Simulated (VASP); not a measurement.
Shape and ions are relaxed at each volume.

Consider the following.

Space group P6₃mc (No. 186); a = b = 3.0719 Å, c = 5.0436 Å, α = β = 90.00°, γ = 120.00°

| atom | site | symmetry | x | y | z |
|---|---|---|---|---|---|
| Si | 2b | 3m. | 0.6667 | 0.3333 | 0.4996 |
| C | 2b | 3m. | 0.3333 | 0.6667 | 0.3754 |

The numbers are results of r2SCAN+rVV10, VASP's PBE PAW potentials (set 64) (plane waves; VASP), not measurements. Numerical set-up: 520 eV cut-off, 8×8×5 Γ-centred mesh, Gaussian smearing of 0.050 eV, potentials Si C.

Q: Give the energy at these volumes per atom, relative to the lowest: 9.68, 9.99, 10.30, 10.61, 10.92 Å³.

A: 29.6, 7.1, 0.0, 6.2, 23.9 meV/atom. A third-order Birch-Murnaghan fit gives B0 = 229 GPa and B0′ = 3.9.

The compound is SiC in the wurtzite structure, the rare 2H polytype. It was relaxed first.
